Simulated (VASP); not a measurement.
**How smearing and SCF threshold change a VASP run on Li2O**

Aim: find what the smearing and SCF threshold change for Li2O, and what they cost. The atoms are off their equilibrium sites, so that forces can be compared too. The series runs use LDA. The smearing tried: ISMEAR = -1, SIGMA = 0.01; ISMEAR = -1, SIGMA = 0.05; ISMEAR = -1, SIGMA = 0.1; ISMEAR = -1, SIGMA = 0.2; ISMEAR = -1, SIGMA = 0.5; ISMEAR = 1, SIGMA = 0.01; ISMEAR = 1, SIGMA = 0.05; ISMEAR = 1, SIGMA = 0.1; ISMEAR = 1, SIGMA = 0.2; ISMEAR = 1, SIGMA = 0.5; ISMEAR = -5. The SCF threshold tried: EDIFF = 0.01; EDIFF = 0.001; EDIFF = 1E-04; EDIFF = 1E-05; EDIFF = 1E-06; EDIFF = 1E-08. The atoms of the start are displaced at random from the sites of a Fm-3m cell.

Program: VASP 6.6.1. Level of theory: LDA; plane waves and PAW (Li_sv, O). Results are calculated unless marked as measured.

Most raw output is cut from this account.

## 1. Set-up

The structure is triclinic, space group P1 (No. 1). Conventional cell: a = 3.260 Å, b = 3.260 Å, c = 3.260 Å, α = 60.00°, β = 60.00°, γ = 60.00°. Nearest to Li lie 4 O at 1.91 to 2.05 Å. Li has 4 O at 1.97 to 2.06 Å nearest. Nearest to O lie 8 Li at 1.91 to 2.06 Å. Farther neighbours and most contacts between anions are not listed.

Structure file:

```cif
data_structure
_symmetry_space_group_name_H-M 'P1'
_symmetry_Int_Tables_number 1
_cell_length_a 3.2598
_cell_length_b 3.2598
_cell_length_c 3.2598
_cell_angle_alpha 60.000
_cell_angle_beta 60.000
_cell_angle_gamma 60.000
_cell_volume 24.49
loop_
_atom_site_label
_atom_site_type_symbol
_atom_site_symmetry_multiplicity
_atom_site_Wyckoff_symbol
_atom_site_fract_x
_atom_site_fract_y
_atom_site_fract_z
_atom_site_occupancy
Li1 Li 1 a 0.24431 0.23269 0.26078 1
Li2 Li 1 a 0.75454 0.73262 0.75120 1
O1 O 1 a 0.01545 0.99105 0.97723 1
```

## 2. Smearing: ISMEAR = -1, SIGMA = 0.01

With a gap, smearing should do nothing until its tail reaches across the gap. LDA, the lowest rung, knows the local density alone.

INCAR reads:

```
SYSTEM = Li2O
PREC = Accurate
ENCUT = 650
EDIFF = 1E-06
NELM = 100
ISMEAR = -1
SIGMA = 0.01
LREAL = .FALSE.
ALGO = Normal
GGA = CA
NBANDS = 12
LORBIT = 11
LWAVE = .FALSE.
LCHARG = .FALSE.
KPAR = 4
ISIF = 2
```

POSCAR reads:

```
Li2O
1.0
    0.0000000000      2.3050000000      2.3050000000
    2.3050000000      0.0000000000      2.3050000000
    2.3050000000      2.3050000000      0.0000000000
Li O
2 1
Direct
    0.2326910000      0.2622230000      0.2607810000
    0.7326170000      0.7616450000      0.7512000000
   -0.0089490000      0.0162630000     -0.0227680000
```

KPOINTS reads:

```
Automatic mesh
0
Gamma
8 8 8
0 0 0
```

The projector-augmented-wave data sets are Li_sv and O (PBE family, release 64).

Command:

```console
$ mpirun -np 4 vasp_std
```

Wall time 36 s (4 MPI ranks of Intel Xeon Platinum 8488C (Sapphire Rapids), shared host); peak memory 0.78 GiB; 2 min of CPU time.

The gap is read on the k-mesh alone, so it is an upper bound where the band edges lie off the mesh. The PAW data sets were made with PBE, though LDA sets exist; this is a small mismatch.

This step gave:

* SCF cycles: 12
* electrons: 12
* bands: 12
* irreducible k-points: 260
* symmetry operations: 1
* free energy (TOTEN): -15.72 eV
* Fermi energy: 1.200 eV
* pressure: -5.800 GPa
* metallic: no
* valence top at k: 0, 0, 0
* conduction bottom at k: 0.5, 0.5, 0
* least direct gap at k: 0, 0, 0
* gap on the k-mesh: 4.778 eV
* least direct gap on the k-mesh: 5.270 eV

The series starts at -5.2401 eV an atom and -5.80 GPa, after 12 cycles in 36 s. The entropy term T·S comes to 0.00 meV an atom in size.

## 3. Smearing: ISMEAR = -1, SIGMA = 0.05

Changes to INCAR since step 2:

```diff
@@ -6,3 +6,3 @@
 ISMEAR = -1
-SIGMA = 0.01
+SIGMA = 0.05
 LREAL = .FALSE.
```

POSCAR is that of step 2.

KPOINTS is that of step 2.

Command:

```console
$ mpirun -np 4 vasp_std
```

Run time: 33 s. Hardware: 4 MPI ranks; peak memory 0.79 GiB; 2 min of CPU time.

Against the run before the energy at zero width stays within 0.01 meV an atom and the pressure within 0.01 GPa, after 12 cycles in 33 s. The entropy term T·S comes to 0.00 meV an atom in size.

## 4. Smearing: ISMEAR = -1, SIGMA = 0.1

Changes to INCAR since step 3:

```diff
@@ -6,3 +6,3 @@
 ISMEAR = -1
-SIGMA = 0.05
+SIGMA = 0.1
 LREAL = .FALSE.
```

POSCAR is that of step 3.

KPOINTS is that of step 3.

Command:

```console
$ mpirun -np 4 vasp_std
```

Run time: 38 s. Hardware: 4 MPI ranks; peak memory 0.76 GiB.

Against the run before the energy at zero width stays within 0.01 meV an atom and the pressure within 0.01 GPa, after 12 cycles in 38 s. The entropy term T·S comes to 0.00 meV an atom in size.

## 5. Smearing: ISMEAR = -1, SIGMA = 0.2

Changes to INCAR since step 4:

```diff
@@ -6,3 +6,3 @@
 ISMEAR = -1
-SIGMA = 0.1
+SIGMA = 0.2
 LREAL = .FALSE.
```

POSCAR is that of step 4.

KPOINTS is that of step 4.

Command:

```console
$ mpirun -np 4 vasp_std
```

It took 37 s on 4 MPI ranks; peak memory 0.78 GiB; 2 min of CPU time.

Against the run before the energy at zero width stays within 0.01 meV an atom and the pressure within 0.01 GPa, after 12 cycles in 37 s. The entropy term T·S comes to 0.00 meV an atom in size.

## 6. Smearing: ISMEAR = -1, SIGMA = 0.5

Changes to INCAR since step 5:

```diff
@@ -6,3 +6,3 @@
 ISMEAR = -1
-SIGMA = 0.2
+SIGMA = 0.5
 LREAL = .FALSE.
```

POSCAR is that of step 5.

KPOINTS is that of step 5.

Command:

```console
$ mpirun -np 4 vasp_std
```

Elapsed: 41 s, on 4 MPI ranks; peak memory 0.76 GiB.

Against the run before the energy at zero width moves by +2.36 meV an atom and the pressure by +0.08 GPa, after 12 cycles in 41 s. The entropy term T·S comes to 6.49 meV an atom in size.

## 7. Smearing: ISMEAR = 1, SIGMA = 0.01

Changes to INCAR since step 6:

```diff
@@ -5,4 +5,4 @@
 NELM = 100
-ISMEAR = -1
-SIGMA = 0.5
+ISMEAR = 1
+SIGMA = 0.01
 LREAL = .FALSE.
```

POSCAR is that of step 6.

KPOINTS is that of step 6.

Command:

```console
$ mpirun -np 4 vasp_std
```

Wall time 43 s (4 MPI ranks); peak memory 0.79 GiB; 2.3 min of CPU time.

Methfessel-Paxton smearing is not meant for a cell with a gap.

Against the first of the series the energy at zero width stays within 0.01 meV an atom; the pressure moves by -0.01 GPa, after 13 cycles in 43 s. The entropy term T·S comes to 0.00 meV an atom in size.

## 8. Smearing: ISMEAR = 1, SIGMA = 0.05

Changes to INCAR since step 7:

```diff
@@ -6,3 +6,3 @@
 ISMEAR = 1
-SIGMA = 0.01
+SIGMA = 0.05
 LREAL = .FALSE.
```

POSCAR is that of step 7.

KPOINTS is that of step 7.

Command:

```console
$ mpirun -np 4 vasp_std
```

Elapsed: 37 s, on 4 MPI ranks; peak memory 0.78 GiB.

Against the run before the energy at zero width stays within 0.01 meV an atom; the pressure moves by +0.01 GPa, after 12 cycles in 37 s. The entropy term T·S comes to 0.01 meV an atom in size.

## 9. Smearing: ISMEAR = 1, SIGMA = 0.1

Changes to INCAR since step 8:

```diff
@@ -6,3 +6,3 @@
 ISMEAR = 1
-SIGMA = 0.05
+SIGMA = 0.1
 LREAL = .FALSE.
```

POSCAR is that of step 8.

KPOINTS is that of step 8.

Command:

```console
$ mpirun -np 4 vasp_std
```

The job ended after 41 s (4 MPI ranks; peak memory 0.77 GiB; 2.3 min of CPU time).

Against the run before the energy at zero width moves by +0.01 meV an atom while the pressure stays within 0.01 GPa, after 12 cycles in 41 s. The entropy term T·S comes to 0.17 meV an atom in size.

## 10. Smearing: ISMEAR = 1, SIGMA = 0.2

Changes to INCAR since step 9:

```diff
@@ -6,3 +6,3 @@
 ISMEAR = 1
-SIGMA = 0.1
+SIGMA = 0.2
 LREAL = .FALSE.
```

POSCAR is that of step 9.

KPOINTS is that of step 9.

Command:

```console
$ mpirun -np 4 vasp_std
```

The job ended after 38 s (4 MPI ranks; peak memory 0.77 GiB).

Against the run before the energy at zero width moves by +0.02 meV an atom and the pressure by -0.01 GPa, after 12 cycles in 38 s. The entropy term T·S comes to 0.87 meV an atom in size.

## 11. Smearing: ISMEAR = 1, SIGMA = 0.5

Changes to INCAR since step 10:

```diff
@@ -6,3 +6,3 @@
 ISMEAR = 1
-SIGMA = 0.2
+SIGMA = 0.5
 LREAL = .FALSE.
```

POSCAR is that of step 10.

KPOINTS is that of step 10.

Command:

```console
$ mpirun -np 4 vasp_std
```

Wall time 35 s (4 MPI ranks); peak memory 0.78 GiB; 1.9 min of CPU time.

Against the run before the energy at zero width moves by +0.56 meV an atom and the pressure by -0.16 GPa, after 12 cycles in 35 s. The entropy term T·S comes to 12.86 meV an atom in size.

## 12. Smearing: ISMEAR = -5

Changes to INCAR since step 11:

```diff
@@ -5,4 +5,4 @@
 NELM = 100
-ISMEAR = 1
-SIGMA = 0.5
+ISMEAR = -5
+SIGMA = 0.05
 LREAL = .FALSE.
```

POSCAR is that of step 11.

KPOINTS is that of step 11.

Command:

```console
$ mpirun -np 4 vasp_std
```

Run time: 37 s. Hardware: 4 MPI ranks; peak memory 0.81 GiB.

Against the first of the series the energy at zero width stays within 0.01 meV an atom and the pressure within 0.01 GPa, after 12 cycles in 37 s.

## 13. The smearing series as a table

This step: convergence of LDA results with the smearing; plane waves and PAW (VASP 6.6.1).

No new run; the numbers come from the runs before.

Differences are taken from the run with ISMEAR = -1, SIGMA = 0.01. Results of the series, by row:

```csv
setting,status,energy less the reference (meV/atom),pressure (GPa),largest force difference (meV/Å),gap (eV),SCF cycles,wall time (s)
"ISMEAR = -1, SIGMA = 0.01",converged,0,-5.8,0,4.778,12,36
"ISMEAR = -1, SIGMA = 0.05",converged,0,-5.8,0,4.778,12,33
"ISMEAR = -1, SIGMA = 0.1",converged,0,-5.8,0,4.778,12,38
"ISMEAR = -1, SIGMA = 0.2",converged,3.67e-4,-5.8,0.001,4.778,12,37
"ISMEAR = -1, SIGMA = 0.5",converged,2.363,-5.723,0.09,4.782,12,41
"ISMEAR = 1, SIGMA = 0.01",converged,-6.67e-6,-5.811,0.124,4.778,13,43
"ISMEAR = 1, SIGMA = 0.05",converged,3.87e-4,-5.8,0.26,4.779,12,37
"ISMEAR = 1, SIGMA = 0.1",converged,0.01009,-5.802,1.591,4.78,12,41
"ISMEAR = 1, SIGMA = 0.2",converged,0.03335,-5.811,1.926,4.78,12,38
"ISMEAR = 1, SIGMA = 0.5",converged,0.5885,-5.968,5.528,4.789,12,35
ISMEAR = -5,converged,0,-5.8,0,4.778,12,37
```

## 14. SCF threshold: EDIFF = 0.01

This step: LDA; plane waves and PAW (Li_sv, O) (VASP 6.6.1).

EDIFF stops the electronic loop; forces need it tighter than energies do.

Changes to INCAR since step 12:

```diff
@@ -3,5 +3,5 @@
 ENCUT = 650
-EDIFF = 1E-06
+EDIFF = 0.01
 NELM = 100
-ISMEAR = -5
+ISMEAR = -1
 SIGMA = 0.05
```

POSCAR is that of step 12.

KPOINTS is that of step 12.

Command:

```console
$ mpirun -np 4 vasp_std
```

Wall time 28 s (4 MPI ranks); peak memory 0.77 GiB.

Numbers from this step:

```
SCF cycles                     : 9
Fermi energy                   : 2.082 eV
pressure                       : -5.745 GPa
gap on the k-mesh              : 4.764 eV
least direct gap on the k-mesh : 5.257 eV
```

The series starts at -5.2400 eV an atom and -5.74 GPa, after 9 cycles in 28 s.

## 15. SCF threshold: EDIFF = 0.001

Changes to INCAR since step 14:

```diff
@@ -3,3 +3,3 @@
 ENCUT = 650
-EDIFF = 0.01
+EDIFF = 0.001
 NELM = 100
```

POSCAR is that of step 14.

KPOINTS is that of step 14.

Command:

```console
$ mpirun -np 4 vasp_std
```

It took 30 s on 4 MPI ranks; peak memory 0.78 GiB.

Against the run before the energy moves by -0.08 meV an atom and the pressure by -0.35 GPa, after 10 cycles in 30 s.

## 16. SCF threshold: EDIFF = 1E-04

Changes to INCAR since step 15:

```diff
@@ -3,3 +3,3 @@
 ENCUT = 650
-EDIFF = 0.001
+EDIFF = 1E-04
 NELM = 100
```

POSCAR is that of step 15.

KPOINTS is that of step 15.

Command:

```console
$ mpirun -np 4 vasp_std
```

Elapsed: 29 s, on 4 MPI ranks; peak memory 0.78 GiB; 92 s of CPU time.

Against the run before the energy moves by +0.02 meV an atom and the pressure by +0.30 GPa, after 11 cycles in 29 s.

## 17. SCF threshold: EDIFF = 1E-05

Changes to INCAR since step 16:

```diff
@@ -3,3 +3,3 @@
 ENCUT = 650
-EDIFF = 1E-04
+EDIFF = 1E-05
 NELM = 100
```

POSCAR is that of step 16.

KPOINTS is that of step 16.

Command:

```console
$ mpirun -np 4 vasp_std
```

Elapsed: 39 s, on 4 MPI ranks; peak memory 0.77 GiB; 2.1 min of CPU time.

Against the run before the energy stays within 0.01 meV an atom; the pressure moves by -0.01 GPa, after 12 cycles in 39 s.

## 18. SCF threshold: EDIFF = 1E-06

Changes to INCAR since step 17:

```diff
@@ -3,3 +3,3 @@
 ENCUT = 650
-EDIFF = 1E-05
+EDIFF = 1E-06
 NELM = 100
```

POSCAR is that of step 17.

KPOINTS is that of step 17.

Command:

```console
$ mpirun -np 4 vasp_std
```

Wall time 40 s (4 MPI ranks); peak memory 0.78 GiB; 2.1 min of CPU time.

Against the run before the energy stays within 0.01 meV an atom; the pressure moves by +0.01 GPa, after 12 cycles in 40 s.

## 19. SCF threshold: EDIFF = 1E-08

Changes to INCAR since step 18:

```diff
@@ -3,3 +3,3 @@
 ENCUT = 650
-EDIFF = 1E-06
+EDIFF = 1E-08
 NELM = 100
```

POSCAR is that of step 18.

KPOINTS is that of step 18.

Command:

```console
$ mpirun -np 4 vasp_std
```

Run time: 47 s. Hardware: 4 MPI ranks; peak memory 0.77 GiB.

Against the run before the energy stays within 0.01 meV an atom and the pressure within 0.01 GPa, after 15 cycles in 47 s.

## 20. The SCF threshold series as a table

This step: convergence of LDA results with the threshold; plane waves and PAW (VASP 6.6.1).

Derived from the runs above.

Differences are taken from the run with EDIFF = 1E-08. Results of the series, by row:

```csv
setting,status,energy less the reference (meV/atom),pressure (GPa),largest force difference (meV/Å),gap (eV),SCF cycles,wall time (s)
EDIFF = 0.01,converged,0.05969,-5.745,3.808,4.764,9,28
EDIFF = 0.001,converged,-0.02029,-6.098,1.689,4.779,10,30
EDIFF = 1E-04,converged,3.13e-4,-5.794,0.166,4.778,11,29
EDIFF = 1E-05,converged,5.67e-5,-5.806,0.024,4.778,12,39.1
EDIFF = 1E-06,converged,3.33e-6,-5.8,0.145,4.778,12,40
EDIFF = 1E-08,converged,0,-5.799,0,4.778,15,47
```

## 21. Outcome

```yaml
spread_of_the_pressure_over_the_smearing: 0.245 GPa
spread_of_the_energy_over_the_smearing: 2.36 meV/atom
scf_threshold_from_which_the_energy_stays_within_10_mev_atom_of_the_reference: EDIFF = 0.01
scf_threshold_from_which_the_energy_stays_within_1_mev_atom_of_the_reference: EDIFF = 0.01
scf_threshold_from_which_the_pressure_stays_within_0p2_gpa_of_the_reference: EDIFF = 1E-04
spread_of_the_pressure_over_the_scf_threshold: 0.353 GPa
spread_of_the_energy_over_the_scf_threshold: 0.0800 meV/atom
```

What this shows: The usual rule keeps the entropy term T·S under 1 meV an atom, which holds up to a width of 0.2 eV for Fermi-Dirac and 0.2 eV for first-order Methfessel-Paxton. Farthest in energy from the narrowest smearing lies ISMEAR = -1, SIGMA = 0.5 (+2.4 meV an atom, +0.08 GPa, 0.1 meV/Å in forces). Methfessel-Paxton smearing is made for metals and can give negative occupations at band edges. From EDIFF = 0.01 on, the energy stays within 1 meV an atom of the reference, at 60 % of its time. The pressure holds within 0.2 GPa from EDIFF = 1E-04 on. The loosest stop saves 6 of 15 cycles and costs +0.1 meV an atom, +0.05 GPa, 3.8 meV/Å in forces.

[Lines on the potential files, build, host, timing and source positions are cut from VASP's logs without a mark.]

[Logs are printed without paths, hosts, clocks, repeated set-up lines and the standing remarks that a program may print on its own settings, such as how far it seeks lower states.]

[Hosts, paths, dates, database ids (printed as entryN), source tags and the programs' standing remarks are cut or masked in the printed files.]

[A measured line is paired with the nearest computed mode of its activity, which favours agreement.]
